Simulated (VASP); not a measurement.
```xyz
2
Lattice="0.0000 3.2079 3.2079 3.2079 0.0000 3.2079 3.2079 3.2079 0.0000" Properties=species:S:1:pos:R:3 pbc="T T T"
K      0.0000     0.0000     0.0000
Cl     3.2079     3.2079     3.2079
```

The base run (VASP): PBE GGA, plane waves, VASP's PBE PAW potentials (set 64). Run with 400 eV cut-off, 7×7×7 Γ-centred mesh, Gaussian smearing of 0.050 eV, potentials K_sv Cl.

One setting is varied; ΔE counts from the base run. The base run took about 8 core-seconds. Times come from single runs on busy shared machines, so they are rough: good to a factor of about 2.

Pressures at a finite cut-off, here 400 eV, hold a Pulay part, which wasn't tested here.

```tsv
setting	cost over the base run	electronic steps	ΔE (meV/atom)	pressure (GPa)
KPOINTS 2×2×2 Monkhorst-Pack mesh	about 1/3	13	-3.2	-0.30
KPOINTS 4×4×4 Monkhorst-Pack mesh	within a factor of 2	13	0.0	-0.23
KPOINTS 7×7×7 Monkhorst-Pack mesh	within a factor of 2	13	0.0	-0.23
base run	reference	13	0.0	-0.23
KPOINTS 8×8×8 Monkhorst-Pack mesh	about 2 times	13	0.0	-0.23
```

Left out are runs that failed, have no time on record or changed the cell.

The compound is KCl in the rock salt structure. The cell was not relaxed at this level.
